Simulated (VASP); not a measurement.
Consider the following.

```
Ca
1.0
    0.00000     2.72853     2.72853
    2.72853     0.00000     2.72853
    2.72853     2.72853     0.00000
Ca
1
Cartesian
  0.00000   0.00000   0.00000
```

All values below come from PBEsol GGA, VASP's PBE PAW potentials (set 64) (plane waves; VASP). Run with 500 eV cut-off, 12×12×12 Γ-centred mesh, first-order Methfessel-Paxton smearing of 0.10 eV, potentials Ca_sv.

Energy and stress use the plane-wave basis of the starting cell.

### Question
The ions, cell shape and volume at an external pressure of 5.0 GPa are relaxed. Give the cell that the relaxation ends in.

### Answer

```
Ca
1.0
    0.00000     2.54486     2.54486
    2.54486     0.00000     2.54486
    2.54486     2.54486     0.00000
Ca
1
Direct
  0.00000   0.00000   0.00000
```
Space group Fm-3m (225), at a tolerance of 0.03 Å.

### Question
How do energy and volume change from the first to the last step?

### Answer
The energy (σ→0) changes by +102.4 meV/atom and the volume by -18.9 %, in 3 ionic steps.

The compound is Ca in the fcc structure. This run relaxes it under an external pressure of 5 GPa. Symmetry was kept, so distortions that lower it aren't found.
